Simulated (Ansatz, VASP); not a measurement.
## TiNbSbC: VASP beside Ansatz

One calculation is typed for both programs; each brings its own data sets and cutoff. How far apart do they land? The cell is invented: As first built, before any earlier steps moved the atoms (in the runner's words): it takes the HfNbCN structure with some of its atoms replaced by other elements, volume scaled by an estimate. It may not be a known or stable phase. The cell is taken from a series of VASP runs on this material, whose earlier steps may have relaxed, scaled or displaced it; both programs get it as it stands.

Program: Ansatz 0.2.0. Level of theory: plane waves, with VASP 6.6.1 beside it; relaxation of cell and atoms at LDA. Results are calculated unless marked as measured.

### 1. The structure

Symmetry: R3m, No. 160, trigonal system. The conventional cell has a = 3.236 Å, b = 3.236 Å, c = 19.857 Å, α = 90.00°, β = 90.00°, γ = 120.00°. Sb has 3 Ti at 2.92 Å and 3 Nb at 2.94 Å and 6 Sb at 3.24 Å nearest. Nearest to Nb lie 3 C at 2.17 Å and 3 Ti at 2.81 Å and 3 Sb at 2.94 Å. Ti has 3 C at 2.12 Å and 3 Nb at 2.81 Å and 3 Sb at 2.92 Å nearest. Nearest to C lie 3 Ti at 2.12 Å and 3 Nb at 2.17 Å. As first built, before any earlier steps moved the atoms (in the runner's words): sites of the HfNbCN structure (space group 160) filled with other elements, volume scaled by an estimate. Farther neighbours are not listed.

### 2. Ansatz: relaxation of cell and atoms, LDA

Ansatz runs on its default PAW (the set named soft_2) files.

The relaxed volume is the usual yardstick between codes: its relative difference is about their pressure difference at one cell divided by the bulk modulus.

File input.yaml:

```yaml
crystal:
  lattice:
    - [1.6178798936, 0.9340828814, 6.6188828815]
    - [-1.6178798936, 0.9340828814, 6.6188828815]
    - [0.0, -1.8681668088, 6.6188829043]
  atoms:
    - { symbol: Sb, position: [0.7487884071, 0.7487884071, 0.7487884071] }
    - { symbol: Nb, position: [0.5298555171, 0.5298555171, 0.5298555167] }
    - { symbol: Ti, position: [0.9691382598, 0.9691382598, 0.9691382603] }
    - { symbol: C, position: [0.2522178159, 0.2522178159, 0.2522178159] }
hamiltonian:
  xc: lda
  pseudopotentials: { kind: paw }
kpoints:
  mp_grid: { grid: [7, 7, 7] }
scf:
  occupations: { method: fermi_dirac, width: 0.05 }
relax:
  f_tol: 0.01
  max_steps: 60
  cell: { stress_tol: 0.05 }
output:
  forces: true
  stress: true
```

Run with:

```console
$ ansatz run input.yaml --threads 4 --pin off --max-ram 9216MiB --backend cpu --events-out ev --progress --plain --runs-dir out
```

Numbers of over 12 decimals in the logs are rounded to 6 here.

What it wrote:

```text
basis.fft_grid_basis auto: the FFT boxes are laid along the combinations [[1, 0, -1], [0, 1, -1], [0, 0, 1]] of the cell's own vectors, 3.236, 3.236 and 6.877 Å long. The dense box has 24×24×48 points. Along the cell's own vectors, as sized, it would have 48×48×48, 4.00 times as many. Of the 6 symmetry operations that the crystal satisfies within crystal.symmetry.tolerance (time reversal apart; of a slab, those that  [...]
Engine: ansatz 0.2.0, aarch64-unknown-linux-gnu
Pseudopotentials: kind: paw
Pseudopotential: Sb, paw, valence charge 15, recommended cutoff 420 eV (normal), Sb.paw.azcp
Pseudopotential: Nb, paw, valence charge 13, recommended cutoff 420 eV (normal), Nb.paw.azcp
Pseudopotential: Ti, paw, valence charge 12, recommended cutoff 420 eV (normal), Ti.paw.azcp
Pseudopotential: C, paw, valence charge 4, recommended cutoff 420 eV (normal), C.paw.azcp
Functional definition: SPW92
  exchange = slater_x
  correlation = pw_c
Crystal: 4 atoms, lattice volume = 60.016 Å³
Basis set: ecut = 420 eV, 1205 PW (Γ), FFT grids on a1−a3, a2−a3, a3
Bands: 27, of which v1, the nominal top of the filled ones, is band 22 counted from 1 (21 counted from 0)
Symmetry: 6 space group operations
Space group: R3m (ITA 160), of the structure as read, at distance tolerance 3.9e-5 Å
k-points: 44 of 343 (time reversal used)
Non-local potential: Sb, projectors of the file, l = 0: 2, l = 1: 2, l = 2: 2, l = 3: 2
Non-local potential: Nb, projectors of the file, l = 0: 3, l = 1: 2, l = 2: 2, l = 3: 1
Non-local potential: Ti, projectors of the file, l = 0: 3, l = 1: 2, l = 2: 3, l = 3: 1
Non-local potential: C, projectors of the file, l = 0: 2, l = 1: 2, l = 2: 1
PAW form: soft (Blöchl's): semilocal exchange-correlation on the pseudo side does not see the compensation charge
PAW frozen core: Sb, regenerated for the run's functional, and the local potential with it (the file was generated under x = pbe(κ = 0.804, μ = 0.219515), c = pbe(β = 0.066725))
PAW frozen core: Nb, regenerated for the run's functional, and the local potential with it (the file was generated under x = pbe(κ = 0.804, μ = 0.219515), c = pbe(β = 0.066725))
PAW frozen core: Ti, regenerated for the run's functional, and the local potential with it (the file was generated under x = pbe(κ = 0.804, μ = 0.219515), c = pbe(β = 0.066725))
PAW frozen core: C, regenerated for the run's functional, and the local potential with it (the file was generated under x = pbe(κ = 0.804, μ = 0.219515), c = pbe(β = 0.066725))
PAW one-centre angular grid: Sb, 590 points (default); XC on 64 Gauss nodes
PAW one-centre angular grid: Nb, 590 points (default); XC on 64 Gauss nodes
PAW one-centre angular grid: Ti, 590 points (default); XC on 64 Gauss nodes
PAW one-centre angular grid: C, 110 points (default); XC on 64 Gauss nodes
Initial density: superposition of atomic densities (neutral atoms: chi_scale 0, normalization atom), corrected by the library's trained network
Initial wavefunctions: pseudopotential atomic-orbital guess
Functional: x = slater, c = lda
SCF iter   1: F=—  HF=-13474.179040 eV  |F-HF|=—  |Δ(HF+E_count)|=         —  Δρ=9.01e-3  dr2=2.91e-2  ethr=1.77e-3  ⟨swp⟩=6.0  Hψ=5429  notcnv=0
preconditioner: auto → Kerker (q_TF=auto, 2.591 Å⁻¹)  [metal: Δε(μ)=0.022 eV  Ē_g=6.545 eV  σ=0.050 eV  W_gap=0.11  n_scr=22 (ndim 8)  ℏωp=20.3 eV  f_vac=0.000  D(μ)=2.76/eV (n_scr^D=30)]
SCF iter   2: F=—  HF=-13474.174045 eV  |F-HF|=—  |Δ(HF+E_count)|=   4.99e-3  Δρ=4.98e-3  dr2=1.05e-2  ethr=6.61e-5  ⟨swp⟩=1.1  Hψ=1547  notcnv=0
SCF iter   3: F=—  HF=-13474.171254 eV  |F-HF|=—  |Δ(HF+E_count)|=   2.79e-3  Δρ=7.19e-4  dr2=6.01e-4  ethr=2.38e-5  ⟨swp⟩=2.7  Hψ=1631  notcnv=0
SCF iter   4: F=—  HF=-13474.171090 eV  |F-HF|=—  |Δ(HF+E_count)|=   1.64e-4  Δρ=1.96e-4  dr2=3.29e-5  ethr=1.37e-6  ⟨swp⟩=2.0  Hψ=1540  notcnv=0
SCF iter   5: F=—  HF=-13474.171086 eV  |F-HF|=—  |Δ(HF+E_count)|=   4.53e-6  Δρ=4.26e-5  dr2=2.52e-6  ethr=7.48e-8  ⟨swp⟩=2.0  Hψ=1806  notcnv=0
SCF iter   6: F=—  HF=-13474.171086 eV  |F-HF|=—  |Δ(HF+E_count)|=   3.31e-7  Δρ=1.13e-5  dr2=1.19e-7  ethr=5.72e-9  ⟨swp⟩=2.0  Hψ=1547  notcnv=0
SCF iter   7: F=-13474.171086 eV  HF=-13474.171086 eV  |F-HF|=3.89e-9  |Δ(HF+E_count)|=   2.31e-8  Δρ=3.01e-6  dr2=6.39e-9  ethr=2.27e-10  ⟨swp⟩=4.0  Hψ=3676  notcnv=0
SCF 1 converged in 7 iterations: F = -13474.171086 eV  dr2 = 6.39e-9
  greatest PAW one-centre occupation: 0.999 electrons in one spin orbital (limit 2), on the Ti atom at site 2 (counted from 0), in its partial waves of l = 0
relax step   1: F+E_penalty+E_count = -13474.17108554 eV  Δ(F+E_penalty+E_count) = +0.000e0 eV  max|allowed force component| = 1.980e-1 eV/Å  Δτ_max = 0.0000 Å  P = +0.067 GPa  Ω = 60.016 Å³  (7 SCF iters, dr2 threshold 1.00e-7 eV, accepted)
[...]
relax step   2: F+E_penalty+E_count = -13474.17322030 eV  Δ(F+E_penalty+E_count) = -2.135e-3 eV  max|allowed force component| = 1.095e-1 eV/Å  Δτ_max = 0.0148 Å  P = +0.306 GPa  Ω = 59.759 Å³  energy of the carried Pulay correction = +2.213e-4 eV  (6 SCF iters, dr2 threshold 4.00e-7 eV, accepted)
[...]
relax step   3: F+E_penalty+E_count = -13474.17375725 eV  Δ(F+E_penalty+E_count) = -5.369e-4 eV  max|allowed force component| = 5.355e-2 eV/Å  Δτ_max = 0.0080 Å  P = -0.395 GPa  Ω = 59.913 Å³  energy of the carried Pulay correction = +8.855e-5 eV  (6 SCF iters, dr2 threshold 4.00e-7 eV, accepted)
[...]
relax step   4: F+E_penalty+E_count = -13474.17397213 eV  Δ(F+E_penalty+E_count) = -2.149e-4 eV  max|allowed force component| = 5.898e-2 eV/Å  Δτ_max = 0.0039 Å  P = +0.373 GPa  Ω = 59.706 Å³  energy of the carried Pulay correction = +2.670e-4 eV  (6 SCF iters, dr2 threshold 4.00e-7 eV, accepted)
[...]
relax step   5: F+E_penalty+E_count = -13474.17411270 eV  Δ(F+E_penalty+E_count) = -1.406e-4 eV  max|allowed force component| = 9.963e-3 eV/Å  Δτ_max = 0.0033 Å  P = -0.032 GPa  Ω = 59.838 Å³  energy of the carried Pulay correction = +1.536e-4 eV  (6 SCF iters, dr2 threshold 3.51e-7 eV, accepted)
[...]
relax step   6: F+E_penalty+E_count = -13474.17398237 eV  Δ(F+E_penalty+E_count) = +1.303e-4 eV  max|allowed force component| = 9.871e-3 eV/Å  Δτ_max = 0.0000 Å  P = -0.034 GPa  Ω = 59.838 Å³  stress off target by 4.08e-2 GPa  SCF on the basis re-selected at this cell (its energy is not comparable with the rows above)  (8 SCF iters)
basis re-selected at this cell: Δ(F+E_penalty+E_count) = +1.303e-4 eV, ΔP = -0.002 GPa vs the last step (what re-selecting the basis moved, of the pressure what is left beyond the Pulay correction that the steps carried, after the strain that the cell walked since its last selection, with what the two solves' SCF thresholds leave and, on support functions, any second-order correction that the steps lacked; it is no m [...]
SCF converged after 8 iterations
Free energy (F): -13474.173982 eV
Harris-Foulkes:  -13474.173982 eV  (|F-HF|=3.64e-12)
Internal energy: -13474.150742 eV  (E = F + TS)
E sigma→0 (E₀):  -13474.162362 eV
Entropy (-TS):   -0.023240 eV (-5.810 meV/atom)
Fermi energy:    16.033078 eV
--- Per-component energies (eV) ---
  E_band       = -273.837319
  E_kinetic    = 973.252136
  E_local      = -2818.469243  (includes V_loc(G=0)·N_el)
  E_nonlocal   = 530.815279
  E_hartree    = 1162.549299
  E_xc         = -461.354564
  E_vxc        = -497.115261  (∫ρ·V_xc dr)
  E_paw        = -8483.573288  (= ΣΔE_a)
  E_vpaw       = -787.418946  (= ΣTr[D̂ρ^β])
  E_aug_tail   = 0.000117  (compensation charges beyond the density's cutoff)
  E_ewald      = -4378.743780
  E_core_change = 1.373301  (= ΣΔE_core)
  E_smearing   = -0.023240  (= −TS)
  E_closure    = 0.000000  (closes the sum)
  Σ components = -13474.173982   (vs F -13474.173982, Δ=0.00e0)
--- Forces (eV/Å), atoms counted from 1 ---
  atom   1  Sb     0.00000000     0.00000000    -0.00934243
  atom   2  Nb     0.00000000    -0.00000000     0.00200444
  atom   3  Ti    -0.00000000    -0.00000000     0.00987084
  atom   4  C      0.00000000     0.00000000    -0.00253351
  max |Σ_I F_I| component: 6.61e-7 eV/Å
--- Stress (GPa, compression-positive) ---
       -0.040774       0.000000      -0.000000
        0.000000      -0.040774      -0.000000
       -0.000000      -0.000000      -0.021194
  P = ⅓ Tr σ = -0.0342 GPa (-0.342 kbar)
--- Relaxed structure (5 steps of the walk, 5 accepted, 1 SCFs on fresh bases) ---
  F+E_penalty+E_count = -13474.17398237 eV   max|allowed force component| = 9.871e-3 eV/Å   (the final SCF, on the basis selected at the relaxed cell)
  cell:  # Å, volume = 59.8377 Å³
    - [1.611073, 0.930154, 6.655081]
    - [-1.611073, 0.930154, 6.655081]
    - [0, -1.860308, 6.655081]
  atoms:
    - { symbol: Sb, position: [0.748896, 0.748896, 0.748896] }
    - { symbol: Nb, position: [0.529072, 0.529072, 0.529072] }
    - { symbol: Ti, position: [0.969369, 0.969369, 0.969369] }
    - { symbol: C, position: [0.252663, 0.252663, 0.252663] }
```

The job ended after 16 s (4 threads of Arm Neoverse N1, shared host; peak memory 0.41 GiB; 60 s of CPU time).

### 3. VASP: relaxation of cell and atoms, LDA

The same cell, functional (in two slightly different forms), mesh and smearing now go to VASP, with its own data sets and cutoff.

Lines of VASP's logs that name or quote its potential files are left out, and so is its time.

File INCAR:

```
SYSTEM = TiNbSbC
PREC = Accurate
ENCUT = 520
EDIFF = 1E-06
NELM = 100
ISMEAR = -1
SIGMA = 0.05
LREAL = .FALSE.
ALGO = Normal
GGA = CA
NBANDS = 23
LORBIT = 11
LWAVE = .FALSE.
LCHARG = .FALSE.
KPAR = 2
IBRION = 2
NSW = 60
ISIF = 3
EDIFFG = -0.01
```

File POSCAR:

```
TiNbSbC
1.0
    1.6178798936      0.9340828814      6.6188828815
   -1.6178798936      0.9340828814      6.6188828815
    0.0000000000     -1.8681668088      6.6188829043
Sb Nb Ti C
1 1 1 1
Direct
    0.7487884071      0.7487884071      0.7487884071
    0.5298555171      0.5298555171      0.5298555167
    0.9691382598      0.9691382598      0.9691382603
    0.2522178159      0.2522178159      0.2522178159
```

File KPOINTS:

```
Automatic mesh
0
Gamma
7 7 7
0 0 0
```

PAW data sets: Sb, Nb_sv, Ti_sv and C (LDA family, release 64).

Run with:

```console
$ mpirun -np 2 vasp_std
```

What it wrote:

```text
[banner, memory and clock lines left out]
running    2 mpi-ranks, on    1 nodes
 distrk:  each k-point on    1 cores,    2 groups
 distr:  one band on    1 cores,    1 groups

 POSCAR found type information on POSCAR SbNbTiC
 POSCAR found :  4 types and       4 ions
 LDA part: xc-table for (Slater(with rela. corr.)+CA(PZ))
 , standard interpolation
 POSCAR, INCAR and KPOINTS ok, starting setup
 FFT: planning ... GRIDC
 FFT: planning ... GRID_SOFT
 FFT: planning ... GRID
 WAVECAR not read
 entering main loop
       N       E                     dE             d eps       ncg     rms          rms(c)
DAV:   1     0.389305274802E+03    0.38931E+03   -0.16116E+04  2024   0.156E+03
DAV:   2    -0.122218258011E+00   -0.38943E+03   -0.37366E+03  2411   0.537E+02
DAV:   3    -0.407289524623E+02   -0.40607E+02   -0.39700E+02  3450   0.142E+02
DAV:   4    -0.436436928903E+02   -0.29147E+01   -0.28987E+01  2927   0.343E+01
DAV:   5    -0.438142816497E+02   -0.17059E+00   -0.17048E+00  3272   0.854E+00    0.188E+01
DAV:   6    -0.378757466977E+02    0.59385E+01   -0.48100E+01  3077   0.547E+01    0.835E+00
DAV:   7    -0.382421377565E+02   -0.36639E+00   -0.19694E+01  3024   0.334E+01    0.689E+00
DAV:   8    -0.372511275571E+02    0.99101E+00   -0.35253E+00  3272   0.191E+01    0.338E+00
DAV:   9    -0.372256287072E+02    0.25499E-01   -0.79373E-01  2868   0.718E+00    0.144E+00
DAV:  10    -0.372048404151E+02    0.20788E-01   -0.12719E-01  2991   0.299E+00    0.648E-01
DAV:  11    -0.372024720095E+02    0.23684E-02   -0.28385E-02  3344   0.121E+00    0.254E-01
DAV:  12    -0.372028605566E+02   -0.38855E-03   -0.25475E-03  2376   0.440E-01    0.923E-02
DAV:  13    -0.372027394992E+02    0.12106E-03   -0.55973E-04  3089   0.199E-01    0.332E-02
DAV:  14    -0.372027398059E+02   -0.30668E-06   -0.37332E-05  3118   0.452E-02    0.176E-02
DAV:  15    -0.372027392523E+02    0.55360E-06   -0.10181E-05  2926   0.280E-02    0.555E-03
DAV:  16    -0.372027390548E+02    0.19750E-06   -0.90518E-07  1650   0.821E-03
   1 F= -.37202739E+02 E0= -.37190910E+02  d E =-.372027E+02
[... from here on, the cycles between the ionic steps are left out ...]
   2 F= -.37203648E+02 E0= -.37191764E+02  d E =-.908563E-03
   3 F= -.37204027E+02 E0= -.37192131E+02  d E =-.128829E-02
   4 F= -.37205208E+02 E0= -.37193539E+02  d E =-.118071E-02
   5 F= -.37205223E+02 E0= -.37193592E+02  d E =-.119560E-02
   6 F= -.37205392E+02 E0= -.37193684E+02  d E =-.168762E-03
   7 F= -.37205411E+02 E0= -.37193661E+02  d E =-.188000E-03
   8 F= -.37205455E+02 E0= -.37193622E+02  d E =-.440441E-04
   9 F= -.37205468E+02 E0= -.37193660E+02  d E =-.565691E-04
  10 F= -.37205468E+02 E0= -.37193671E+02  d E =-.570637E-04
  11 F= -.37205451E+02 E0= -.37193676E+02  d E =-.398748E-04
  12 F= -.37205465E+02 E0= -.37193672E+02  d E =-.538601E-04
  13 F= -.37205467E+02 E0= -.37193666E+02  d E =-.560431E-04
  14 F= -.37205467E+02 E0= -.37193666E+02  d E =-.561447E-04
 curvature:  -0.01 expect dE=-0.286E-06 dE for cont linesearch -0.517E-07
 ZBRENT: accuracy reached
 trial: gam=-0.11537 g(F)=  0.204E-04 g(S)=  0.827E-05 ort = 0.469E-04 (trialstep = 0.675E+00)
 search vector abs. value=  0.235E-04
 bond charge predicted
       N       E                     dE             d eps       ncg     rms          rms(c)
DAV:   1    -0.372054716575E+02   -0.43024E-05   -0.14827E-03  2511   0.521E-01    0.212E-02
DAV:   2    -0.372054781096E+02   -0.64521E-05   -0.15768E-04  2238   0.116E-01    0.118E-02
DAV:   3    -0.372054774430E+02    0.66658E-06   -0.26602E-05  3142   0.464E-02    0.822E-03
DAV:   4    -0.372054763033E+02    0.11397E-05   -0.65568E-06  2473   0.211E-02    0.299E-03
DAV:   5    -0.372054763518E+02   -0.48449E-07   -0.12019E-06  1574   0.822E-03
  15 F= -.37205476E+02 E0= -.37193696E+02  d E =-.926326E-05
 trial-energy change:   -0.000009  1 .order   -0.000010   -0.000016   -0.000005
 step:   0.9599(harm=  0.9599)  dis= 0.00077  next Energy=   -37.205478 (dE=-0.112E-04)
 reached required accuracy - stopping structural energy minimisation
```

[end of part 1 of 2]

[Lines on the potential files, build, host, timing and source positions are cut from VASP's logs without a mark.]

[Logs are printed without paths, hosts, clocks, repeated set-up lines and the standing remarks that a program may print on its own settings, such as how far it seeks lower states.]

[Hosts, paths, dates, database ids (printed as entryN), source tags and the programs' standing remarks are cut or masked in the printed files.]
